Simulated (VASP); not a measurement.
VASP input:

### INCAR
```
SYSTEM = Mo
PREC = Accurate
ENCUT = 400
EDIFF = 1E-6
NELM = 60
ALGO = VeryFast
LREAL = .FALSE.
LASPH = .TRUE.
ISMEAR = 1
SIGMA = 0.1
GGA = PE
LMAXMIX = 4
LWAVE = .FALSE.
LCHARG = .FALSE.
ISIF = 2
NELMDL = -1
```

**KPOINTS**
```
Automatic mesh
0
Gamma
12 12 12
0 0 0
```

### POSCAR
```
Mo
1
   -1.6065000000     1.6065000000     1.6065000000
    1.6065000000    -1.6065000000     1.6065000000
    1.6065000000     1.6065000000    -1.6065000000
Mo
1
Direct
  0.0000000000   0.0000000000   0.0000000000
```

POTCAR, in this order: Mo_sv (PBE.64 set). Program: vasp_std.

Output

**standard output**
```
...
RMM:  22     0.512376232461E+03   -0.33377E+00   -0.33118E+00  3022   0.116E+01    0.136E+02
RMM:  23     0.512041883904E+03   -0.33435E+00   -0.31793E+00  3010   0.110E+01    0.142E+02
RMM:  24     0.511756497494E+03   -0.28539E+00   -0.28149E+00  3060   0.103E+01    0.141E+02
RMM:  25     0.511479046985E+03   -0.27745E+00   -0.27496E+00  3019   0.972E+00    0.140E+02
RMM:  26     0.511287482284E+03   -0.19156E+00   -0.18773E+00  2991   0.946E+00    0.137E+02
RMM:  27     0.511122166364E+03   -0.16532E+00   -0.16514E+00  3044   0.887E+00    0.137E+02
RMM:  28     0.510973705279E+03   -0.14846E+00   -0.14683E+00  3013   0.850E+00    0.136E+02
RMM:  29     0.510837865724E+03   -0.13584E+00   -0.13618E+00  2982   0.811E+00    0.136E+02
RMM:  30     0.510716199929E+03   -0.12167E+00   -0.12072E+00  3070   0.779E+00    0.136E+02
RMM:  31     0.510601930662E+03   -0.11427E+00   -0.11169E+00  3064   0.752E+00    0.136E+02
RMM:  32     0.510508034934E+03   -0.93896E-01   -0.92380E-01  3086   0.723E+00    0.136E+02
RMM:  33     0.510416388074E+03   -0.91647E-01   -0.89523E-01  3075   0.697E+00    0.136E+02
RMM:  34     0.510337587925E+03   -0.78800E-01   -0.74549E-01  2859   0.683E+00    0.140E+02
RMM:  35     0.510253763650E+03   -0.83824E-01   -0.78471E-01  3059   0.665E+00    0.143E+02
RMM:  36     0.510193322391E+03   -0.60441E-01   -0.59901E-01  3028   0.635E+00    0.143E+02
RMM:  37     0.510120489138E+03   -0.72833E-01   -0.71029E-01  3088   0.655E+00    0.136E+02
RMM:  38     0.510081589274E+03   -0.38900E-01   -0.45570E-01  2935   0.625E+00    0.128E+02
RMM:  39     0.510032691354E+03   -0.48898E-01   -0.53367E-01  3010   0.609E+00    0.115E+02
RMM:  40     0.509992394570E+03   -0.40297E-01   -0.44225E-01  3011   0.587E+00    0.100E+02
RMM:  41     0.509952885224E+03   -0.39509E-01   -0.43444E-01  3018   0.569E+00    0.854E+01
RMM:  42     0.509917980954E+03   -0.34904E-01   -0.38964E-01  3006   0.552E+00    0.707E+01
RMM:  43     0.509884005306E+03   -0.33976E-01   -0.37786E-01  3060   0.538E+00    0.568E+01
RMM:  44     0.509853463817E+03   -0.30541E-01   -0.33825E-01  3027   0.526E+00    0.439E+01
RMM:  45     0.509819505297E+03   -0.33959E-01   -0.36276E-01  3035   0.512E+00    0.332E+01
RMM:  46     0.509791873350E+03   -0.27632E-01   -0.28906E-01  3007   0.501E+00    0.246E+01
RMM:  47     0.509761057068E+03   -0.30816E-01   -0.31350E-01  3065   0.488E+00    0.188E+01
RMM:  48     0.509736330427E+03   -0.24727E-01   -0.24714E-01  3047   0.477E+00    0.151E+01
RMM:  49     0.509708794026E+03   -0.27536E-01   -0.27467E-01  3075   0.464E+00    0.136E+01
RMM:  50     0.509688088644E+03   -0.20705E-01   -0.20660E-01  2944   0.454E+00    0.126E+01
RMM:  51     0.509665048249E+03   -0.23040E-01   -0.23091E-01  3018   0.447E+00    0.113E+01
RMM:  52     0.509647909185E+03   -0.17139E-01   -0.17328E-01  3017   0.445E+00    0.847E+00
RMM:  53     0.509629509091E+03   -0.18400E-01   -0.18519E-01  3019   0.436E+00    0.604E+00
RMM:  54     0.509615397418E+03   -0.14112E-01   -0.14179E-01  3014   0.426E+00    0.463E+00
RMM:  55     0.509600260710E+03   -0.15137E-01   -0.15142E-01  2998   0.416E+00    0.355E+00
RMM:  56     0.509588284870E+03   -0.11976E-01   -0.11994E-01  2957   0.408E+00    0.237E+00
RMM:  57     0.509573426852E+03   -0.14858E-01   -0.14863E-01  2891   0.400E+00    0.127E+00
RMM:  58     0.509562557029E+03   -0.10870E-01   -0.10877E-01  2906   0.394E+00    0.453E-01
RMM:  59     0.509548146176E+03   -0.14411E-01   -0.14421E-01  2839   0.387E+00    0.297E-01
WARNING in EDDRMM: call to ZHEGV failed, returncode =   6  3      6
RMM:  60     0.509537991031E+03   -0.10155E-01   -0.10158E-01  2757   0.381E+00

 -----------------------------------------------------------------------------
|                                                                             |
|           W    W    AA    RRRRR   N    N  II  N    N   GGGG   !!!           |
|           W    W   A  A   R    R  NN   N  II  NN   N  G    G  !!!           |
|           W    W  A    A  R    R  N N  N  II  N N  N  G       !!!           |
|           W WW W  AAAAAA  RRRRR   N  N N  II  N  N N  G  GGG   !            |
|           WW  WW  A    A  R   R   N   NN  II  N   NN  G    G                |
|           W    W  A    A  R    R  N    N  II  N    N   GGGG   !!!           |
|                                                                             |
|     The electronic self-consistency was not achieved in the given           |
|     number of steps (NELM). The forces and other quantities evaluated       |
|     might not be reliable so examine the results carefully. If you find     |
|     spurious results, we suggest increasing NELM, if you were close to      |
|     convergence or switching to a different ALGO or adjusting the           |
|     density mixing parameters otherwise.                                    |
|                                                                             |
 -----------------------------------------------------------------------------

   1 F= 0.50953799E+03 E0= 0.50953838E+03  d E =-.118169E-02
```

File OUTCAR:
```
------------------------ aborting loop EDIFF was not reached (unconverged)  ----------------------------
  FORCE on cell =-STRESS in cart. coord.  units (eV):
  Direction    XX          YY          ZZ          XY          YZ          ZX
  --------------------------------------------------------------------------------------
  Total       47.3707477     47.3707477     47.3707477     -0.0000000     -0.0000000      0.0000000
  in kB     4576.3437707   4576.3437707   4576.3437707     -0.0000000     -0.0000000      0.0000000
  external PRESSURE =    4576.3437707 kB  Pullay stress =       0.0000000 kB
  volume of cell :       16.58
      direct lattice vectors                 reciprocal lattice vectors
    -1.606500000  1.606500000  1.606500000     0.000000000  0.311235605  0.311235605
     1.606500000 -1.606500000  1.606500000     0.311235605  0.000000000  0.311235605
     1.606500000  1.606500000 -1.606500000     0.311235605  0.311235605  0.000000000
 POSITION                                       TOTAL-FORCE (eV/Angst)
 -----------------------------------------------------------------------------------
      0.00000      0.00000      0.00000         0.000000      0.000000      0.000000
 -----------------------------------------------------------------------------------
    total drift:                                0.000000     -0.000000      0.000000
  FREE ENERGIE OF THE ION-ELECTRON SYSTEM (eV)
  ---------------------------------------------------
  free  energy   TOTEN  =       509.5379910307 eV

  energy  without entropy=      509.5391727254  energy(sigma->0) =      509.53838493
```
(Selected blocks of OUTCAR.)

### Question
Read the log: what went wrong, and how is it fixed?

### Answer
The cause: ALGO = VeryFast starts from random orbitals with almost no delay (NELMDL = -1). The run did not converge; its last values are not results. Against the sound run, the energy per atom (σ→0) rises by 520.459 eV/atom; the pressure goes up by 469.83 GPa. To mend it, set ALGO = Normal, remove NELMDL.

The mended run (PBE GGA, plane waves, VASP's PBE PAW potentials (set 64)) converges, and its OSZICAR ends with
```
   1 F= -.10920311E+02 E0= -.10920134E+02  d E =-.533601E-03
```

The compound is Mo in the bcc structure. The cell was not relaxed at this level.
